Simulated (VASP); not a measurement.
Here is the system:

```
Pd2TbGe2
1.0
   -2.09535     1.99427     5.01205
    2.09535    -2.19643     5.09586
    2.09535     2.19643    -5.09586
Tb Ge Pd
1 2 2
Direct
  0.00000   0.00000   0.00000
  0.61893   0.61893   0.00000
  0.38107   0.38107   0.00000
  0.75000   0.25000   0.50000
  0.25000   0.75000   0.50000
```

All values below come from PBEsol GGA, VASP's PBE PAW potentials (set 64) (plane waves; VASP). Settings: 480 eV cut-off, 10×10×10 Γ-centred mesh, first-order Methfessel-Paxton smearing of 0.10 eV, potentials Tb_3 Ge_d Pd.

The 4f electrons are frozen in the core of the lanthanide potential, so 4f levels, which can set the real gap, and their magnetism are missing.

Question: Give the force on each atom (eV/Å).

Answer: 
```csv
atom,Fx,Fy,Fz
Tb1,0.000,0.000,0.000
Ge2,0.000,-0.300,-0.015
Ge3,0.000,0.300,0.015
Pd4,0.000,-0.315,-0.017
Pd5,0.000,0.315,0.017
```

Question: Give the stress tensor in GPa (positive for a compressed cell).

Answer: 
```
0.61  0.00  0.00
0.00  0.98  3.04
0.00  3.04  0.57
```
The pressure is its mean diagonal, 0.72 GPa.

The structure comes from a computed database's Pd2TbGe2 entry (I4/mmm); how it stands against other phases isn't given here. This cell was strained or had an atom moved on purpose. The electron count is odd and the run is not spin-polarised, which forces a metal.
